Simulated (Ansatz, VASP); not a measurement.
## CsTlH4 in VASP and in Ansatz

INCAR

```
SYSTEM = CsTlH4
ALGO = Normal ; EDIFF = 1E-7
EDIFFG = -0.01 ; ENCUT = 600
GGA = PE ; IBRION = 2
ISIF = 3 ; ISMEAR = 0
LASPH = .TRUE. ; LCHARG = .FALSE.
LREAL = .FALSE. ; LWAVE = .FALSE.
NELM = 100 ; NSW = 100
PREC = Accurate ; SIGMA = 0.1
```

Contents of KPOINTS:

```
k-points
0
G
  10 10 6
  0 0 0
```

Contents of POSCAR:

```
CsTlH4
1.0
    4.0583435012      0.0000000000      0.0000000000
    0.0000000000      4.0583435012      0.0000000000
    0.0000000000      0.0000000000      6.4687113021
Cs Tl H
1 1 4
Direct
    0.5000000000      0.5000000000      0.5000000000
    0.0000000000      0.0000000000      0.0000000000
    0.5000000000      0.0000000000      0.1558748399
    0.0000000000      0.5000000000      0.8441251601
    0.5000000000      0.0000000000      0.8441251601
    0.0000000000      0.5000000000      0.1558748399
```

Input for Ansatz:

```yaml
crystal:
  lattice:
    - [4.0583435012, 0.0, 0.0]
    - [0.0, 4.0583435012, 0.0]
    - [0.0, 0.0, 6.4687113021]
  atoms:
    - { symbol: Cs, position: [0.5, 0.5, 0.5] }
    - { symbol: Tl, position: [0.0, 0.0, 0.0] }
    - { symbol: H, position: [0.5, 0.0, 0.1558748399] }
    - { symbol: H, position: [0.0, 0.5, 0.8441251601] }
    - { symbol: H, position: [0.5, 0.0, 0.8441251601] }
    - { symbol: H, position: [0.0, 0.5, 0.1558748399] }
basis:
  ecutwfc: 420
kpoints:
  mp_grid: { grid: [10, 10, 6] }
hamiltonian:
  xc: pbe
scf:
  occupations: { method: gaussian, width: 0.1 }
output:
  forces: true
  stress: true
  eigenvalues: true
relax:
  adjacent_minimum: "off"
  f_tol: 0.01
  max_steps: 80
  cell: { stress_tol: 0.05 }
```

Alike in both runs: task relaxation of cell and atoms; functional PBE; k mesh 10 × 10 × 6; occupations gaussian, width 0.1 eV; no spin polarisation.

|  | VASP | Ansatz |
| --- | --- | --- |
| version | VASP 6.6.1 | Ansatz 0.2.0 |
| potentials or method | VASP PAW PBE potentials, release 64 (Cs_sv, Tl_d, H) | scalar-relativistic, plane waves, PAW |
| plane-wave cutoff (eV) | 600 | 420 |
| valence electrons in the cell | 26 | 26 |

|  | VASP | Ansatz | Ansatz less VASP |
| --- | --- | --- | --- |
| gap on the k mesh at the Fermi level, each at its own relaxed structure (eV) | none | none | - |
| relaxed volume (Å³/atom) | 16.54 | 16.51 | -0.027 |
| relaxed cell length with the largest relative difference (Å) | 3.830 | 3.827 | -0.0022 |
| energy change over the relaxation (meV/atom) | -30 | -31 | -1.4 |

A gap of «none» marks a metal or a gap that the smearing closes.

The runs have no spin-orbit coupling, so splittings on Cs, Tl are missing.
